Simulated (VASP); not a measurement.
Calculation: PBE GGA, VASP's PBE PAW potentials (set 64) (plane waves; VASP).

The input files of a VASP run:

INCAR:
```
# general
SYSTEM   =  Pt3Ti
PREC     =  Accurate
ENCUT    =  500
LREAL    =  .FALSE.
LASPH    =  .TRUE.

# electronic loop
EDIFF    =  1E-6   # SCF stop (eV)
NELM     =  100   # most electronic steps
ALGO     =  Normal
LMAXMIX  =  6

# smearing
ISMEAR   =  1
SIGMA    =  0.1   # width (eV)

# functional
GGA      =  PE   # PBE

# ions
IBRION   =  2   # conjugate gradients
NSW      =  40   # most ionic steps
ISIF     =  3   # ions, shape and volume
EDIFFG   =  -0.02   # ionic stop
PSTRESS  =  200   # kbar

# output
LWAVE    =  .FALSE.
LCHARG   =  .FALSE.
```

File POSCAR:
```
Pt3Ti
1.0
  3.8542709963   0.0000000000   0.0000000000
  0.0000000000   3.8542709963   0.0000000000
  0.0000000000   0.0000000000   3.8542709963
Ti Pt
1 3
Direct
  0.0000000000   0.0000000000   0.0000000000
  0.0000000000   0.5000000000   0.5000000000
  0.5000000000   0.0000000000   0.5000000000
  0.5000000000   0.5000000000   0.0000000000
```

KPOINTS:
```
Regular mesh
0
gamma
 8 8 8
```

POTCAR, in this order: Ti_sv Pt (PBE.64 set). Program: vasp_std.

What will the output report for the number of irreducible k-points (NKPTS), largest plane-wave count, number of space-group operations, FFT grid (NGX, NGY, NGZ)?

number of irreducible k-points (NKPTS): 35
largest plane-wave count: 1472
number of space-group operations: 48
FFT grid (NGX, NGY, NGZ): 28 × 28 × 28

The compound is Pt3Ti in the L1_2 structure. It was relaxed first under an external pressure of 20 GPa.
